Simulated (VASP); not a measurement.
Shape and ions are relaxed at each volume.

Data:

```cif
data_F4Mg2
_chemical_formula_sum 'Mg2 F4'
_space_group_name_H-M_alt 'P 1'
_space_group_IT_number 1
_cell_length_a 4.61000
_cell_length_b 4.61000
_cell_length_c 3.04004
_cell_angle_alpha 90.000
_cell_angle_beta 90.000
_cell_angle_gamma 90.000
loop_
_space_group_symop_operation_xyz
  'x, y, z'
loop_
_atom_site_label
_atom_site_type_symbol
_atom_site_fract_x
_atom_site_fract_y
_atom_site_fract_z
_atom_site_occupancy
Mg1 Mg 0.00000 0.00000 0.00000 1
Mg2 Mg 0.50000 0.50000 0.50000 1
F1 F 0.30292 0.30292 0.00000 1
F2 F 0.80292 0.19708 0.50000 1
F3 F 0.19708 0.80292 0.50000 1
F4 F 0.69708 0.69708 0.00000 1
```

Method: r2SCAN meta-GGA, VASP's PBE PAW potentials (set 64) (plane waves; VASP 6.6.1). Run with 520 eV cut-off, 5×5×7 Γ-centred mesh, Gaussian smearing of 0.050 eV, potentials Mg F.

Task: Give the energy at these volumes per atom, relative to the lowest: 10.08, 10.40, 10.72, 11.04, 11.36 Å³.

Result: 16.8, 4.5, 0.0, 2.2, 9.9 meV/atom. A third-order Birch-Murnaghan fit gives B0 = 107 GPa and B0′ = 4.7.

The compound is MgF2 in the rutile structure. It was relaxed first.
